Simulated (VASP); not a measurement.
Consider the following.

```xyz
3
Lattice="0.0000 3.0017 3.0017 3.0017 0.0000 3.0017 3.0017 3.0017 0.0000" Properties=species:S:1:pos:R:3 pbc="T T T"
Mg     1.5009     1.5009     1.5009
Mg     4.5026     4.5026     4.5026
Ge     0.0000     0.0000     0.0000
```

The numbers are results of PBE GGA, VASP's PBE PAW potentials (set 64) (plane waves; VASP), not measurements. Settings: 480 eV cut-off, 6×6×6 Γ-centred mesh, Gaussian smearing of 0.050 eV, potentials Mg Ge_d.

Q: Estimate the energy per atom (σ→0), pressure, band gap (on the k-mesh) with the smallest direct gap where there is one.

A: 
```yaml
band gap (on the k-mesh): none (metal, semimetal or under 0.01 eV)
energy per atom (σ→0): -2.622 eV/atom
pressure: 14.92 GPa
```

The absolute energy has meaning only against runs of the same code, potentials and settings.

The compound is Mg2Ge in the antifluorite structure. It was relaxed first under an external pressure of 15 GPa. The k-mesh is coarse (spacing up to 0.30 per Å, 2π included), so the numbers may not be converged in it.
